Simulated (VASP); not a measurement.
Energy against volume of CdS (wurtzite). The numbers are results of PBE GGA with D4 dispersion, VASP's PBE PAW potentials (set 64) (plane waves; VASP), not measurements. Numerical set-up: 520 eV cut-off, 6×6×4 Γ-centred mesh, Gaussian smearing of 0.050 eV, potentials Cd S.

Shape and ions are relaxed at each volume.

| V (Å³/atom) | E (eV/atom) |
|---|---|
| 24.429 | -3.37113 |
| 25.185 | -3.37615 |
| 25.940 | -3.37277 |
| 26.696 | -3.36228 |

### Question
Fit these four points and predict the energy of the run at 23.674 Å³/atom.

### Answer
A cubic in V^(−2/3), the third-order Birch-Murnaghan form, passes through the four points with V0 = 25.24 Å³/atom and B0 = 59 GPa, and gives -3.3562 eV/atom there. The run gave -3.3562 eV/atom, -0.0 meV/atom from the fit; all five points give B0 = 59 GPa.

The compound is CdS in the wurtzite structure. It was relaxed first.
